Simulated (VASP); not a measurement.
Crystal: ZnH.

```
Zn H
1.0
     0.00000    2.21594    2.21594
     2.21594    0.00000    2.21594
     2.21594    2.21594    0.00000
Zn H
1 1
Direct
  0.00000 0.00000 0.00000
  0.25000 0.25000 0.25000
```

The cell was built by a generator and needn't be a form met in nature.

Program: VASP 6.6.1. Alike in all runs: task band structure; no spin polarisation; cell as given; k mesh 10 × 10 × 10; cutoff (eV) 520; smearing fermi-dirac 0.05 eV.

Q: Order these runs on this cell by their pressure, lowest first.
A. level RPBE; potentials or basis VASP PAW PBE potentials, release 64 (Zn, H)
B. level BLYP; potentials or basis VASP PAW PBE potentials, release 64 (Zn, H)
C. level PW91; potentials or basis VASP PAW PBE potentials, release 64 (Zn, H)
D. level LDA; potentials or basis VASP PAW LDA potentials, release 64 (Zn, H)
E. level PBEsol; potentials or basis VASP PAW PBE potentials, release 64 (Zn, H)

A: D (-4.9 GPa), E (-3.1 GPa), C (0.4 GPa), A (2.4 GPa), B (5.3 GPa).

Caveats: the PAW data sets were made with another functional, which shifts forces and pressure a little (some runs).

Runs at the PBE level aren't shown here.
